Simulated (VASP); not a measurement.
An input for Quantum ESPRESSO's pw.x (written as the equivalent of a VASP run, and not itself run):

```
&CONTROL
  calculation = 'vc-relax'
  pseudo_dir = './pseudo'
  outdir = './out'
  tprnfor = .true.
  tstress = .true.
  nstep = 60
  forc_conv_thr = 0.00039
/
&SYSTEM
  ibrav = 0
  nat = 2
  ntyp = 2
  ecutwfc = 50
  occupations = 'smearing'
  smearing = 'gaussian'
  degauss = 0.003675
  input_dft = 'vdw-df-ob86'
/
&ELECTRONS
  conv_thr = 7.3e-08
  electron_maxstep = 100
/
&IONS
/
&CELL
/
ATOMIC_SPECIES
  Cs 132.905 Cs.upf
  Br 79.904 Br.upf
CELL_PARAMETERS angstrom
     4.2900000    0.0000000    0.0000000
     0.0000000    4.2900000    0.0000000
     0.0000000    0.0000000    4.2900000
ATOMIC_POSITIONS crystal
  Cs   0.0000000  0.0000000  0.0000000
  Br   0.5000000  0.5000000  0.5000000
K_POINTS automatic
  6 6 6 0 0 0
```

### Question
Translate this input to VASP (INCAR, KPOINTS, POSCAR, choice of POTCAR).

### Answer
Several could match; the one computed here: 
File POSCAR:
```
CsBr
1.0
  4.2900000000   0.0000000000   0.0000000000
  0.0000000000   4.2900000000   0.0000000000
  0.0000000000   0.0000000000   4.2900000000
Cs Br
1 1
Cart
  0.0000000000   0.0000000000   0.0000000000
  2.1450000000   2.1450000000   2.1450000000
```

INCAR:
```
AGGAC = 0.0
LMAXMIX = 4   # l cut-off of mixed one-centre charges
ISMEAR = 0   # Gaussian
PARAM2 = 1.0
LUSE_VDW = .True.
PARAM1 = 0.1234
SIGMA = 0.05
IBRION = 2   # conjugate gradients
LWAVE = .False.
PREC = Accurate
ENCUT = 520   # plane-wave cut-off (eV)
NSW = 60
LCHARG = .False.
LREAL = .False.   # projection in real space or not
LASPH = .True.
EDIFFG = -0.01
SYSTEM = CsBr
ISIF = 3
NELM = 100   # most electronic steps
EDIFF = 1E-6   # SCF stop (eV)
GGA = MK
ALGO = Normal
```

**KPOINTS**
```
Automatic mesh
0
Gamma
6 6 6
0 0 0
```

POTCAR, in this order: Cs_sv Br (PBE.64 set). Program: vasp_std.

What does not carry over: the potentials are each code's own (VASP's PAW set, PseudoDojo norm-conserving files in pw.x), so ENCUT and ecutwfc are chosen apart and not converted; conv_thr bounds pw.x's estimated SCF error, while EDIFF bounds the energy change between steps; forc_conv_thr acts on force components and is met together with etot_conv_thr.

The compound is CsBr in the CsCl type structure. This run relaxes it. Symmetry was kept, so distortions that lower it aren't found.
